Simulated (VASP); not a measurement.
All values below come from PBE GGA, VASP's PBE PAW potentials (set 64) (plane waves; VASP).

VASP ran on this input.

### POSCAR
```
Sr
1
    0.0000000000     3.0400000000     3.0400000000
    3.0400000000     0.0000000000     3.0400000000
    3.0400000000     3.0400000000     0.0000000000
Sr
1
Direct
  0.0000000000   0.0000000000   0.0000000000
```

### INCAR
```
! general
SYSTEM   =  Sr
PREC     =  Accurate
ENCUT    =  400
LREAL    =  .FALSE.   ! projection in real space or not
LASPH    =  .TRUE.   ! aspherical one-centre terms
NELECT   =  9.5

! electronic loop
EDIFF    =  1E-6
NELM     =  100   ! most electronic steps
ALGO     =  Normal
LMAXMIX  =  4

! smearing
ISMEAR   =  0
SIGMA    =  0.05   ! width (eV)

! functional
GGA      =  PE   ! PBE

! ions
ISIF     =  2   ! forces and stress, cell fixed

! output
LWAVE    =  .FALSE.
LCHARG   =  .FALSE.
```

KPOINTS:
```
Regular mesh
0
G
  9 9 9
0 0 0
```

POTCAR, in this order: Sr_sv (PBE.64 set). Program: vasp_std.

The resulting files:

File OSZICAR:
```
       N       E                     dE             d eps       ncg     rms          rms(c)
DAV:   1     0.279166430404E+02    0.27917E+02   -0.37217E+03   630   0.667E+02
DAV:   2    -0.112851301135E+01   -0.29045E+02   -0.28706E+02   726   0.141E+02
DAV:   3    -0.222149631930E+01   -0.10930E+01   -0.10896E+01   941   0.226E+01
DAV:   4    -0.226014222355E+01   -0.38646E-01   -0.38636E-01   929   0.376E+00
DAV:   5    -0.226133075554E+01   -0.11885E-02   -0.11883E-02  1008   0.410E-01    0.785E+00
DAV:   6    -0.235703916308E+01   -0.95708E-01   -0.35060E-02   776   0.138E+00    0.452E+00
DAV:   7    -0.236290461280E+01   -0.58654E-02   -0.16183E-02   686   0.163E+00    0.421E-01
DAV:   8    -0.236283888038E+01    0.65732E-04   -0.25959E-04  1165   0.102E-01    0.278E-01
DAV:   9    -0.236281404107E+01    0.24839E-04   -0.42906E-04   796   0.162E-01    0.290E-02
DAV:  10    -0.236282364817E+01   -0.96071E-05   -0.44193E-05   989   0.409E-02    0.903E-03
DAV:  11    -0.236282824896E+01   -0.46008E-05   -0.25831E-06   737   0.133E-02    0.521E-03
DAV:  12    -0.236282830026E+01   -0.51296E-07   -0.12379E-07   380   0.328E-03
   1 F= -.23628283E+01 E0= -.23621261E+01  d E =-.140438E-02
```

File OUTCAR:
```
------------------------ aborting loop because EDIFF is reached ----------------------------------------
  FORCE on cell =-STRESS in cart. coord.  units (eV):
  Direction    XX          YY          ZZ          XY          YZ          ZX
  --------------------------------------------------------------------------------------
  Total       -1.7300093     -1.7300093     -1.7300093      0.0000000     -0.0000000      0.0000000
  in kB      -49.3296758    -49.3296758    -49.3296758      0.0000000     -0.0000000      0.0000000
  external PRESSURE =     -49.3296758 kB  Pullay stress =       0.0000000 kB
  volume of cell :       56.19
      direct lattice vectors                 reciprocal lattice vectors
     0.000000000  3.040000000  3.040000000    -0.164473684  0.164473684  0.164473684
     3.040000000  0.000000000  3.040000000     0.164473684 -0.164473684  0.164473684
     3.040000000  3.040000000  0.000000000     0.164473684  0.164473684 -0.164473684
 POSITION                                       TOTAL-FORCE (eV/Angst)
 -----------------------------------------------------------------------------------
      0.00000      0.00000      0.00000         0.000000      0.000000      0.000000
 -----------------------------------------------------------------------------------
    total drift:                               -0.000000      0.000000     -0.000000
  FREE ENERGIE OF THE ION-ELECTRON SYSTEM (eV)
  ---------------------------------------------------
  free  energy   TOTEN  =        -2.3628283003 eV

  energy  without entropy=       -2.3614239204  energy(sigma->0) =       -2.36212611
```
(Selected blocks of OUTCAR.)

File OUTCAR:
```
 val. band max:        1.2765069691   @ k =  -0.4444   0.3333   0.1111

 cond. band min:       1.3684951120   @ k =  -0.4444   0.4444   0.1111


 Fermi energy:         1.3538798076

 k-point     1 :       0.0000    0.0000    0.0000
  band No.  band energies     occupation
      1     -35.0383      2.00000
      2     -16.9227      2.00000
      3     -16.9227      2.00000
      4     -16.9227      2.00000
      5      -1.6795      2.00000
      6       4.1090      0.00000
      7       4.1090      0.00000
      8       4.1090      0.00000
      9       5.5002      0.00000

 k-point     2 :       0.1111    0.0000    0.0000
  band No.  band energies     occupation
      1     -35.0369      2.00000
      2     -16.9436      2.00000
      3     -16.9256      2.00000
      4     -16.9256      2.00000
      5      -1.4867      2.00000
      6       3.8356      0.00000
      7       4.1945      0.00000
      8       4.1945      0.00000
      9       5.3985      0.00000

 k-point     3 :       0.2222    0.0000    0.0000
  band No.  band energies     occupation
      1     -35.0333      2.00000
      2     -16.9958      2.00000
      3     -16.9328      2.00000
      4     -16.9328      2.00000
      5      -0.9406      2.00000
      6       3.2548      0.00000
      7       4.2792      0.00000
      8       4.2792      0.00000
      9       5.3897      0.00000

 k-point     4 :       0.3333    0.0000    0.0000
  band No.  band energies     occupation
      1     -35.0292      2.00000
      2     -17.0542      2.00000
      3     -16.9409      2.00000
      4     -16.9409      2.00000
      5      -0.1491      2.00000
      6       2.6386      0.00000
      7       4.1363      0.00000
      8       4.1363      0.00000
      9       5.8385      0.00000

 k-point     5 :       0.4444    0.0000    0.0000
  band No.  band energies     occupation
      1     -35.0265      2.00000
      2     -17.0917      2.00000
      3     -16.9463      2.00000
...
```

The cell is charged, with a uniform compensating background.

The compound is Sr in the fcc structure. The cell was not relaxed at this level. The run is one of a series of settings (ISMEAR = 0, NELECT = 9.5, SIGMA = 0.05 against the base run), some of them coarse on purpose.
